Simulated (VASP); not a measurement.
Consider the following.

```
CELL_PARAMETERS angstrom
      0.00000     2.99709     2.99709
      2.99709     0.00000     2.99709
      2.99709     2.99709     0.00000
ATOMIC_POSITIONS crystal
  Al 0.25000 0.25000 0.25000
  Al 0.75000 0.75000 0.75000
  Au 0.00000 0.00000 0.00000
```

Level of theory: PBEsol GGA, VASP's PBE PAW potentials (set 64) (plane waves; VASP). Settings: PREC = Normal, EDIFF = 1E-5, 400 eV cut-off, 12×12×12 Γ-centred mesh, first-order Methfessel-Paxton smearing of 0.10 eV, potentials Al Au.

Unless said otherwise, spin-orbit coupling is left out, though it shifts the bands of the heavy elements here.

### Question
What does the run give for the energy per atom (σ→0), band gap (on the k-mesh) with the smallest direct gap where there is one?

### Answer

```json
{
  "band gap (on the k-mesh)": "none (metal, semimetal or under 0.01 eV)",
  "energy per atom (σ→0)": "-4.492 eV/atom"
}
```

The absolute energy has meaning only against runs of the same code, potentials and settings.

The compound is AuAl2 in the fluorite structure. It was relaxed first. The electron count is odd and the run is not spin-polarised, which forces a metal.
